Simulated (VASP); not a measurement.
Here is the system:

```
YSi
1.0
    2.09772    -5.18704     0.00000
    2.09772     5.18704     0.00000
    0.00000     0.00000     3.78702
Y Si
2 2
Direct
  0.14022   0.85978   0.25000
  0.85978   0.14022   0.75000
  0.42391   0.57609   0.25000
  0.57609   0.42391   0.75000
```

These are LDA (Ceperley-Alder, Perdew-Zunger), VASP's LDA PAW potentials (set 64) (plane waves; VASP 6.6.1) values and carry that method's errors. Settings: 400 eV cut-off, Gaussian smearing of 0.050 eV, potentials Y_sv Si.

Problem. Predict the band gap (along the path) with the smallest direct gap where there is one.

Solution. 
```json
{
  "band gap (along the path)": "none (metal, semimetal or under 0.01 eV)"
}
```

The structure comes from a computed database's YSi entry (Cmcm); how it stands against other phases isn't given here. It was relaxed first, which changed the volume by -5 %.
